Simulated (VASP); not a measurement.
The system is CdS.

```
Cd S
1.0
     4.15000    0.00000    0.00000
    -2.07500    3.59401    0.00000
     0.00000    0.00000    6.73700
Cd S
2 2
Direct
  0.33333 0.66667 0.00000
  0.66667 0.33333 0.50000
  0.33333 0.66667 0.37500
  0.66667 0.33333 0.87500
```

* Program: VASP 6.6.1
* Task: relaxation of cell and atoms
* Functional: LDA
* Potentials or basis: VASP PAW LDA potentials, release 64 (Cd, S)
* Cutoff: 600 eV
* k mesh: 9 × 9 × 4
* Occupations: gaussian, width 0.03 eV
* Spin: no spin polarisation

At the start: pressure -2.7 GPa; volume 25.12 Å³/atom.

Task: Where does the relaxation end?

Result: Over 6 steps the energy falls by 9.9 meV/atom and the volume is 24.03 Å³/atom (-4.3 %); space group P6_3mc (No. 186, to 0.05 Å).

Step by step:
```tsv
step	energy change (eV)	largest force (eV/Å)	pressure (GPa)	volume (Å³)
1	0.0000	0.0637	-2.70	100.48
2	-0.0331	0.0043	1.24	94.46
3	-0.0393	0.0187	0.01	96.10
4	-0.0393	0.0175	0.08	96.01
5	-0.0394	0.0006	-0.06	96.18
6	-0.0394	0.0039	-0.01	96.14
```

Final structure:
```
CELL_PARAMETERS angstrom
4.08345 0.00000 0.00000
-2.04173 3.53637 0.00000
0.00000 0.00000 6.65737
ATOMIC_POSITIONS crystal
Cd 0.33333 0.66667 0.99957
Cd 0.66667 0.33333 0.49957
S 0.33333 0.66667 0.37543
S 0.66667 0.33333 0.87543
```
